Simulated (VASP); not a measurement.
These are PBE GGA, VASP's PBE PAW potentials (set 64) (plane waves; VASP 6.6.1) values and carry that method's errors.

The input files of a VASP run:

POSCAR:
```
PW
1
    1.9171090000    -5.0660280000     0.0000000000
    1.9171090000     5.0660280000     0.0000000000
    0.0000000000     0.0000000000     3.7780850000
P W
2 2
Direct
  0.5640000000   0.4360000000   0.2500000000
  0.4360000000   0.5640000000   0.7500000000
  0.8547500000   0.1452500000   0.2500000000
  0.1452500000   0.8547500000   0.7500000000
```

INCAR:
```
SYSTEM=PW
LMAXMIX=6
NELM=100   # most electronic steps
GGA=PE
SIGMA=0.05   # width (eV)
LREAL=.False.   # projection in real space or not
LWAVE=.False.
EDIFF=1E-6
LASPH=.True.   # aspherical one-centre terms
PREC=Accurate
LCHARG=.False.
ISIF=2   # forces and stress, cell fixed
ALGO=Normal
ISMEAR=0
ENCUT=400
```

### KPOINTS
```
Automatic mesh
0
Gamma
2 2 2
0 0 0
```

POTCAR, in this order: P W_sv (PBE.64 set). Program: vasp_std.

Output of the run:

File OSZICAR:
```
       N       E                     dE             d eps       ncg     rms          rms(c)
DAV:   1     0.320559606807E+03    0.32056E+03   -0.19432E+04   308   0.143E+03
DAV:   2    -0.165731385565E+02   -0.33713E+03   -0.33287E+03   304   0.425E+02
DAV:   3    -0.327343219111E+02   -0.16161E+02   -0.15558E+02   361   0.807E+01
DAV:   4    -0.333561746869E+02   -0.62185E+00   -0.61361E+00   339   0.133E+01
DAV:   5    -0.333786790559E+02   -0.22504E-01   -0.22258E-01   379   0.225E+00    0.187E+01
DAV:   6    -0.311428050050E+02    0.22359E+01   -0.30328E+01   362   0.243E+01    0.598E+00
DAV:   7    -0.306606528374E+02    0.48215E+00   -0.33195E+00   341   0.821E+00    0.400E+00
DAV:   8    -0.306275794159E+02    0.33073E-01   -0.41601E-01   340   0.314E+00    0.918E-01
DAV:   9    -0.306201262211E+02    0.74532E-02   -0.21180E-02   340   0.876E-01    0.428E-01
DAV:  10    -0.306194337625E+02    0.69246E-03   -0.13287E-02   433   0.557E-01    0.145E-01
DAV:  11    -0.306193595354E+02    0.74227E-04   -0.13138E-03   356   0.239E-01    0.701E-02
DAV:  12    -0.306193620657E+02   -0.25302E-05   -0.77659E-05   347   0.548E-02    0.329E-02
DAV:  13    -0.306193614583E+02    0.60739E-06   -0.11370E-05   279   0.225E-02    0.373E-03
DAV:  14    -0.306193609348E+02    0.52348E-06   -0.26423E-06   260   0.908E-03
   1 F= -.30619361E+02 E0= -.30607667E+02  d E =-.233886E-01
```

### OUTCAR
```
------------------------ aborting loop because EDIFF is reached ----------------------------------------
  FORCE on cell =-STRESS in cart. coord.  units (eV):
  Direction    XX          YY          ZZ          XY          YZ          ZX
  --------------------------------------------------------------------------------------
  Total      -13.2899257    -14.8489356     -8.9996711      0.0000000      0.0000000      0.0000000
  in kB     -290.1462911   -324.1826696   -196.4812478      0.0000000      0.0000000      0.0000000
  external PRESSURE =    -270.2700695 kB  Pullay stress =       0.0000000 kB
  volume of cell :       73.39
      direct lattice vectors                 reciprocal lattice vectors
     1.917109000 -5.066028000  0.000000000     0.260809375 -0.098696651  0.000000000
     1.917109000  5.066028000  0.000000000     0.260809375  0.098696651  0.000000000
     0.000000000  0.000000000  3.778085000     0.000000000  0.000000000  0.264684357
 POSITION                                       TOTAL-FORCE (eV/Angst)
 -----------------------------------------------------------------------------------
      1.91711     -0.64845      0.94452         0.000000     -1.722321      0.000000
      1.91711      0.64845      2.83356         0.000000      1.722321      0.000000
      1.91711     -3.59435      0.94452         0.000000      1.453180      0.000000
      1.91711      3.59435      2.83356         0.000000     -1.453180     -0.000000
 -----------------------------------------------------------------------------------
    total drift:                                0.000000     -0.000000     -0.000000
  FREE ENERGIE OF THE ION-ELECTRON SYSTEM (eV)
  ---------------------------------------------------
  free  energy   TOTEN  =       -30.6193609348 eV

  energy  without entropy=      -30.5959723420  energy(sigma->0) =      -30.60766664
```
(Selected blocks of OUTCAR.)

### OUTCAR
```
 val. band max:        8.8375231800   @ k =   0.5000   0.5000   0.0000

 cond. band min:       8.8673979913   @ k =   0.5000  -0.0000   0.0000


 Fermi energy:         8.8461226949

 k-point     1 :       0.0000    0.0000    0.0000
  band No.  band energies     occupation
      1     -66.1526      2.00000
      2     -66.1459      2.00000
      3     -30.4358      2.00000
      4     -30.4027      2.00000
      5     -30.2775      2.00000
      6     -30.2208      2.00000
      7     -30.1988      2.00000
      8     -30.0944      2.00000
      9      -6.1162      2.00000
     10      -0.6818      2.00000
     11       2.9834      2.00000
     12       3.2625      2.00000
     13       3.6550      2.00000
     14       4.5330      2.00000
     15       6.4443      2.00000
     16       7.4416      2.00000
     17       7.6734      2.00000
     18       7.9453      2.00000
     19       8.1853      2.00000
     20       8.4476      2.00000
     21       8.7063      1.99992
     22       8.7768      1.95010
     23       9.3565      0.00000

 k-point     2 :       0.5000   -0.0000    0.0000
  band No.  band energies     occupation
      1     -66.1498      2.00000
      2     -66.1479      2.00000
      3     -30.4529      2.00000
      4     -30.4437      2.00000
      5     -30.2552      2.00000
      6     -30.2386      2.00000
      7     -30.1660      2.00000
      8     -30.1160      2.00000
      9      -5.3766      2.00000
     10       0.0117      2.00000
     11       1.0866      2.00000
     12       2.6402      2.00000
     13       3.4748      2.00000
     14       4.7300      2.00000
     15       6.0074      2.00000
     16       6.0450      2.00000
     17       7.0620      2.00000
     18       7.7181      2.00000
     19       8.2394      2.00000
     20       8.7737      1.95939
     21       8.8674      0.54734
     22       9.0668      0.00000
     23       9.7411      0.00000

 k-point     3 :       0.5000    0.5000    0.0000
...
```

Unless said otherwise, spin-orbit coupling is left out, though it shifts the bands of the heavy elements here.

The structure was generated: PW was put into the CrB type (Cmcm), which need not be its known phase. The cell was not relaxed at this level. The k-mesh is coarse (spacing up to 0.88 per Å, 2π included), so the numbers may not be converged in it. The run is one of a series of settings (KPOINTS 2×2×2 Γ-centred mesh against the base run), some of them coarse on purpose.
